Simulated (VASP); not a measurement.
Input for VASP

### KPOINTS
```
Automatic mesh
0
Gamma
6 6 6
0 0 0
```

**POSCAR**
```
KI
1
    0.0000000000     3.4934800000     3.5162810000
    3.6184760000     0.0000000000     3.5162810000
    3.6184760000     3.4934800000     0.0000000000
K I
1 1
Direct
  0.0000000000   0.0000000000   0.0000000000
  0.4959000000   0.5041000000   0.5041000000
```

### INCAR
```
SYSTEM = KI
PREC = Accurate; ENCUT = 400; LREAL = .FALSE.
LASPH = .TRUE.
EDIFF = 1E-6; NELM = 100; ALGO = Normal
LMAXMIX = 4
ISMEAR = 0; SIGMA = 0.05
GGA = PE
ISIF = 2
LWAVE = .FALSE.; LCHARG = .FALSE.
```

POTCAR, in this order: K_sv I (PBE.64 set). Program: vasp_std.

Problem. Translate this PBE calculation to Ansatz.

Solution. One equivalent input (not run):
Ansatz 0.2 input:
```yaml
crystal:
  lattice:
    - [0.0000000, 3.4934800, 3.5162810]
    - [3.6184760, 0.0000000, 3.5162810]
    - [3.6184760, 3.4934800, 0.0000000]
  atoms:
    - { symbol: K, position: [0.0000000, 0.0000000, 0.0000000] }
    - { symbol: I, position: [0.4959000, 0.5041000, 0.5041000] }
kpoints:
  mp_grid: { grid: [6, 6, 6] }
hamiltonian:
  xc: pbe
  pseudopotentials: { kind: paw }
scf:
  occupations: { method: gaussian, width: 0.05 }
  max_iter: 100
output: { forces: true, stress: true, eigenvalues: true }
```
Limits of the translation: each code has its own PAW files, so the cut-off isn't converted (ENCUT is set for VASP's; basis.ecutwfc is left out, and Ansatz then takes the one that its files recommend); Ansatz stops its SCF on the density residual and VASP on the energy change (EDIFF).

The compound is KI in the rock salt structure. The cell was not relaxed at this level, atoms are displaced from their ideal sites.
